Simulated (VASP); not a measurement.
Method: PBEsol GGA, VASP's PBE PAW potentials (set 64) (plane waves; VASP).

VASP input:

INCAR:
```
# general
SYSTEM  = CuZn
PREC    = Accurate
ENCUT   = 400
LREAL   = .False.
LASPH   = .True.

# electronic loop
EDIFF   = 1E-6
NELM    = 100
ALGO    = Normal
LMAXMIX = 4

# smearing
ISMEAR  = 1
SIGMA   = 0.1

# functional
GGA     = PS

# ions
IBRION  = 2
NSW     = 60
ISIF    = 3
EDIFFG  = -0.01

# output
LWAVE   = .False.
LCHARG  = .False.
```

**POSCAR**
```
CuZn
1.0
  2.9500000000   0.0000000000   0.0000000000
  0.0000000000   2.9500000000   0.0000000000
  0.0000000000   0.0000000000   2.9500000000
Zn Cu
1 1
Cart
  1.4750000000   1.4750000000   1.4750000000
  0.0000000000   0.0000000000   0.0000000000
```

File KPOINTS:
```
Automatic mesh
0
Gamma
11 11 11
0 0 0
```

POTCAR, in this order: Zn Cu (PBE.64 set). Program: vasp_std.

Energy and stress use the plane-wave basis of the starting cell.

Estimate the energy per atom (σ→0), volume per atom, band gap (on the k-mesh).

```json
{
  "energy per atom (σ→0)": "-3.053 eV/atom",
  "band gap (on the k-mesh)": "none (metal, semimetal or under 0.01 eV)",
  "volume_per_atom": "12.28 Å³/atom"
}
```

OSZICAR:
```
...
DAV:   2    -0.616921047318E+01    0.13669E+00   -0.13995E+00  1694   0.314E+01    0.151E+00
DAV:   3    -0.611781691129E+01    0.51394E-01   -0.36122E-01  1738   0.184E+01    0.968E-01
DAV:   4    -0.610781501219E+01    0.10002E-01   -0.22061E-02  2176   0.467E+00    0.369E-01
DAV:   5    -0.610511866903E+01    0.26963E-02   -0.22431E-03  2672   0.858E-01    0.297E-02
DAV:   6    -0.610511071511E+01    0.79539E-05   -0.15558E-04  2254   0.281E-01    0.101E-02
DAV:   7    -0.610511549465E+01   -0.47795E-05   -0.41768E-06  1962   0.399E-02    0.140E-03
DAV:   8    -0.610511588148E+01   -0.38684E-06   -0.11129E-06  1049   0.173E-02
   3 F= -.61051159E+01 E0= -.61051470E+01  d E =-.203068E-01
```

The compound is CuZn in the CsCl type structure. This run relaxes it. Symmetry was kept, so distortions that lower it aren't found. The electron count is odd and the run is not spin-polarised, which forces a metal.
